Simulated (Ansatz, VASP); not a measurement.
# Cross-check of Al (Aluminum) between VASP and Ansatz

Wanted: the spread between two codes on one cell, functional and k mesh. The cell is taken from a series of runs on this material, whose earlier steps may have relaxed, scaled, displaced or heated it; both programs get it as it stands.

Program: Ansatz 0.2.0. Level of theory: plane waves, with VASP 6.6.1 beside it; LDA. Results are calculated unless marked as measured.

## 1. The starting structure

Symmetry: Fm-3m, No. 225, cubic system. Conventional cell: a = 4.002 Å, b = 4.002 Å, c = 4.002 Å, α = 90.00°, β = 90.00°, γ = 90.00°. Al has 12 Al at 2.83 Å nearest.

Structure file:

```cif
data_structure
_symmetry_space_group_name_H-M 'P 1'
_symmetry_Int_Tables_number 1
_cell_length_a 2.8298
_cell_length_b 2.8298
_cell_length_c 2.8298
_cell_angle_alpha 60.000
_cell_angle_beta 60.000
_cell_angle_gamma 60.000
_cell_volume 16.02
loop_
_atom_site_label
_atom_site_type_symbol
_atom_site_fract_x
_atom_site_fract_y
_atom_site_fract_z
_atom_site_occupancy
Al1 Al 0.00000 0.00000 0.00000 1
```

## 2. VASP: elastic constants, LDA

Elastic constants are differences of stresses under small strains, so they test the stress and the mesh.

Lines of VASP's logs that name or quote its potential files are left out, and so is its time.

File INCAR:

```
SYSTEM = Al
PREC = Accurate
ENCUT = 500
EDIFF = 1E-08
NELM = 120
ISMEAR = 0
SIGMA = 0.1
LREAL = .FALSE.
ALGO = Normal
GGA = CA
NBANDS = 7
LORBIT = 11
LWAVE = .FALSE.
LCHARG = .FALSE.
ISIF = 3
IBRION = 6
NFREE = 2
POTIM = 0.015
NSW = 1
LASPH = .TRUE.
GGA_COMPAT = .FALSE.
```

File POSCAR:

```
Al
1.0
    0.0000000000      2.0009723103      2.0009723103
    2.0009723103      0.0000000000      2.0009723103
    2.0009723103      2.0009723103      0.0000000000
Al
1
Direct
    0.0000000000      0.0000000000      0.0000000000
```

File KPOINTS:

```
Automatic mesh
0
Gamma
10 10 10
0 0 0
```

The projector-augmented-wave data sets are Al (LDA family, release 64).

Started as:

```
> mpirun -np 1 vasp_std
```

Numbers of over 12 decimals in the logs are rounded to 6 here.

Output:

```text
[banner, memory and clock lines left out]
running    1 mpi-ranks, on    1 nodes
 distrk:  each k-point on    1 cores,    1 groups
 distr:  one band on    1 cores,    1 groups

 POSCAR found type information on POSCAR Al
 POSCAR found :  1 types and       1 ions
 LDA part: xc-table for (Slater(with rela. corr.)+CA(PZ))
 , standard interpolation
 POSCAR, INCAR and KPOINTS ok, starting setup
 FFT: planning ... GRIDC
 FFT: planning ... GRID_SOFT
 FFT: planning ... GRID
 WAVECAR not read
 entering main loop
       N       E                     dE             d eps       ncg     rms          rms(c)
DAV:   1    -0.303439320593E+01   -0.30344E+01   -0.86940E+02   679   0.228E+02
DAV:   2    -0.419667253866E+01   -0.11623E+01   -0.11420E+01   903   0.201E+01
DAV:   3    -0.420301300245E+01   -0.63405E-02   -0.63332E-02   903   0.161E+00
DAV:   4    -0.420302369097E+01   -0.10689E-04   -0.10688E-04  1001   0.585E-02
DAV:   5    -0.420302369313E+01   -0.21670E-08   -0.23295E-08   910   0.741E-04    0.142E+00
DAV:   6    -0.418465703948E+01    0.18367E-01   -0.26087E-03   889   0.230E-01    0.796E-01
DAV:   7    -0.417286432771E+01    0.11793E-01   -0.64345E-03   805   0.356E-01    0.164E-01
DAV:   8    -0.417283858127E+01    0.25746E-04   -0.23451E-05  1015   0.365E-02    0.162E-02
DAV:   9    -0.417283836589E+01    0.21538E-06   -0.14883E-07   924   0.197E-03    0.867E-04
DAV:  10    -0.417283834640E+01    0.19493E-07   -0.43224E-09  1008   0.435E-04    0.258E-04
DAV:  11    -0.417283834760E+01   -0.12051E-08   -0.15331E-10   686   0.818E-05
   1 F= -.41728383E+01 E0= -.41703656E+01  d E =-.494557E-02
[... from here on, the cycles between the ionic steps are left out ...]
   2 F= -.41716297E+01 E0= -.41695680E+01  d E =-.412332E-02
   3 F= -.41741874E+01 E0= -.41717175E+01  d E =-.493974E-02
   4 F= -.41716297E+01 E0= -.41695680E+01  d E =-.412332E-02
   5 F= -.41741874E+01 E0= -.41717175E+01  d E =-.493974E-02
   6 F= -.41716297E+01 E0= -.41695680E+01  d E =-.412332E-02
   7 F= -.41741874E+01 E0= -.41717175E+01  d E =-.493974E-02
   8 F= -.41734706E+01 E0= -.41712700E+01  d E =-.440132E-02
   9 F= -.41734706E+01 E0= -.41712700E+01  d E =-.440131E-02
  10 F= -.41734706E+01 E0= -.41712700E+01  d E =-.440131E-02
  11 F= -.41734706E+01 E0= -.41712700E+01  d E =-.440131E-02
  12 F= -.41734706E+01 E0= -.41712699E+01  d E =-.440131E-02
  13 F= -.41734706E+01 E0= -.41712700E+01  d E =-.440131E-02
  14 F= -.41728384E+01 E0= -.41703656E+01  d E =-.494557E-02
 Finite differences progress:
  Degree of freedom:   7/  7
  Displacement:        1/  2
  Total:              13/ 14
 bond charge predicted
       N       E                     dE             d eps       ncg     rms          rms(c)
DAV:   1    -0.417284279339E+01   -0.44240E-05   -0.56965E-02   700   0.147E+00    0.481E-02
DAV:   2    -0.417285579609E+01   -0.13003E-04   -0.36908E-04   966   0.131E-01    0.304E-02
DAV:   3    -0.417283832889E+01    0.17467E-04   -0.32905E-05   819   0.212E-02    0.116E-03
DAV:   4    -0.417283835937E+01   -0.30481E-07   -0.41710E-07   882   0.450E-03    0.701E-04
DAV:   5    -0.417283837013E+01   -0.10765E-07   -0.24741E-08   966   0.608E-04    0.211E-05
DAV:   6    -0.417283836861E+01    0.15288E-08   -0.23102E-10   574   0.103E-04
  15 F= -.41728384E+01 E0= -.41703656E+01  d E =-.494557E-02
 Finite differences progress:
  Degree of freedom:   7/  7
  Displacement:        2/  2
  Total:              14/ 14
```

From OUTCAR (step 2):

```text
ion  position               nearest neighbor table
   1  0.000  0.000  0.000-

  LATTYP: Found a face centered cubic cell.
 ALAT       =     4.0019446206

 Subroutine GETGRP returns: Found 48 space group operations
 (whereof 48 operations were pure point group operations)

The static configuration has the point symmetry O_h .

 Found     47 irreducible k-points:

   k-points           NKPTS =     47   k-points in BZ     NKDIM =     47   number of bands    NBANDS=      7

   dimension x,y,z NGX =    24 NGY =   24 NGZ =   24
   dimension x,y,z NGXF=    48 NGYF=   48 NGZF=   48

   ENCUT  =  500.0 eV  36.75 Ry    6.06 a.u.   5.16  5.16  5.16*2*pi/ulx,y,z

   NELECT =       3.0000    total number of electrons

 k-points in reciprocal lattice and weights: Automatic mesh
   0.00000000  0.00000000  0.00000000       0.001
   0.10000000  0.00000000  0.00000000       0.008
   0.20000000  0.00000000  0.00000000       0.008
   0.30000000  0.00000000  0.00000000       0.008
   0.40000000  0.00000000  0.00000000       0.008
   0.50000000  0.00000000  0.00000000       0.004
   0.10000000  0.10000000  0.00000000       0.006
   0.20000000  0.10000000  0.00000000       0.024
   0.30000000  0.10000000  0.00000000       0.024
[...]
-0.30000000  0.40000000  0.20000000       0.024
  -0.30000000  0.50000000  0.20000000       0.012

 average (electrostatic) potential at core
       1 -70.5616

 E-fermi :   8.2291

 k-point     1 :       0.0000    0.0000    0.0000
  band No.  band energies     occupation
      1      -3.2058      2.00000
      2      20.8276      0.00000
      3      20.8276      0.00000
      4      20.8276      0.00000
      5      22.3733      0.00000
      6      22.3733      0.00000
    ...

 k-point     2 :       0.1000    0.0000    0.0000
  band No.  band energies     occupation
      1      -2.9295      2.00000
      2      17.5331      0.00000
      3      20.1115      0.00000
      4      20.1115      0.00000
      5      23.0790      0.00000
      6      23.4964      0.00000
    ...

 k-point     3 :       0.2000    0.0000    0.0000
  band No.  band energies     occupation
      1      -2.1038      2.00000
      2      13.4959      0.00000
      3      19.3533      0.00000
      4      19.3533      0.00000
      5      22.8166      0.00000
      6      23.8881      0.00000
    ...

  Total       -0.1246511     -0.1246511     -0.1246511      0.0000000     -0.0000000      0.0000000
  in kB      -12.4638844    -12.4638844    -12.4638844      0.0000000     -0.0000000      0.0000000
  external PRESSURE =     -12.4638844 kB  Pullay stress =       0.0000000 kB

  energy-cutoff  :      500.00
  volume of cell :       16.02
      direct lattice vectors                 reciprocal lattice vectors
     0.000000000  2.000972310  2.000972310    -0.249878520  0.249878520  0.249878520
     2.000972310  0.000000000  2.000972310     0.249878520 -0.249878520  0.249878520
     2.000972310  2.000972310  0.000000000     0.249878520  0.249878520 -0.249878520

 POSITION                                       TOTAL-FORCE (eV/Angst)
 -----------------------------------------------------------------------------------
     -0.01500      0.00000      0.00000         0.000000      0.000000      0.000000
 -----------------------------------------------------------------------------------
    total drift:                                0.000003      0.000000     -0.000000

  FREE ENERGIE OF THE ION-ELECTRON SYSTEM (eV)
  ---------------------------------------------------
  free  energy   TOTEN  =        -4.1728383686 eV

  energy  without entropy=       -4.1678927954  energy(sigma->0) =       -4.17036558

  SYMMETRIZED ELASTIC MODULI (kBar)
 Direction    XX          YY          ZZ          XY          YZ          ZX
 --------------------------------------------------------------------------------
 XX           3.3827   1112.9137   1112.9137     -0.0000     -0.0000      0.0000
 YY        1112.9137      3.3827   1112.9137     -0.0000      0.0000      0.0000
 ZZ        1112.9137   1112.9137      3.3827     -0.0000     -0.0000      0.0000
 XY          -0.0000     -0.0000     -0.0000   -435.3613     -0.0000      0.0000
 YZ          -0.0000      0.0000     -0.0000     -0.0000   -435.3613      0.0000
 ZX           0.0000      0.0000      0.0000      0.0000      0.0000   -435.3613
 --------------------------------------------------------------------------------

 Eigenvectors and eigenvalues of the dynamical matrix
 ----------------------------------------------------

   1 f  =    0.000000 THz     0.000000 2PiTHz    0.000000 cm-1     0.000000 meV
             X         Y         Z           dx          dy          dz
      0.000000  0.000000  0.000000     0.409868    0.870071    0.273834

   2 f  =    0.000000 THz     0.000000 2PiTHz    0.000000 cm-1     0.000000 meV
             X         Y         Z           dx          dy          dz
      0.000000  0.000000  0.000000     0.904649   -0.426157    0.000000

   3 f  =    0.000000 THz     0.000000 2PiTHz    0.000000 cm-1     0.000000 meV
             X         Y         Z           dx          dy          dz
      0.000000  0.000000  0.000000     0.116696    0.247724   -0.961777

 ELASTIC MODULI CONTR FROM IONIC RELAXATION (kBar)
 Direction    XX          YY          ZZ          XY          YZ          ZX
 --------------------------------------------------------------------------------
 XX           0.0000      0.0000      0.0000      0.0000      0.0000      0.0000
 YY           0.0000      0.0000      0.0000      0.0000      0.0000      0.0000
 ZZ           0.0000      0.0000      0.0000      0.0000      0.0000      0.0000
 XY           0.0000      0.0000      0.0000      0.0000      0.0000      0.0000
 YZ           0.0000      0.0000      0.0000      0.0000      0.0000      0.0000
 ZX           0.0000      0.0000      0.0000      0.0000      0.0000      0.0000
 --------------------------------------------------------------------------------

 TOTAL ELASTIC MODULI (kBar)
 Direction    XX          YY          ZZ          XY          YZ          ZX
 --------------------------------------------------------------------------------
 XX           3.3827   1112.9137   1112.9137     -0.0000     -0.0000      0.0000
 YY        1112.9137      3.3827   1112.9137     -0.0000      0.0000      0.0000
 ZZ        1112.9137   1112.9137      3.3827     -0.0000     -0.0000      0.0000
 XY          -0.0000     -0.0000     -0.0000   -435.3613     -0.0000      0.0000
 YZ          -0.0000      0.0000     -0.0000     -0.0000   -435.3613      0.0000
 ZX           0.0000      0.0000      0.0000      0.0000      0.0000   -435.3613
 --------------------------------------------------------------------------------

 total charge
# of ion       s       p       d       tot
------------------------------------------
    1        0.438   0.356   0.000   0.795

[... 3 further parts left out ...]
```

The last energy, forces, stress and levels in OUTCAR belong to the last displaced cell, not to the cell of POSCAR.

Levels, forces or a CONTCAR printed for this step are those of its last displaced cell, not of the structure at rest.

[end of part 1 of 2]

[Lines on the potential files, build, host, timing and source positions are cut from VASP's logs without a mark.]

[Logs are printed without paths, hosts, clocks, repeated set-up lines and the standing remarks that a program may print on its own settings, such as how far it seeks lower states.]

[Hosts, paths, dates, database ids (printed as entryN), source tags and the programs' standing remarks are cut or masked in the printed files.]
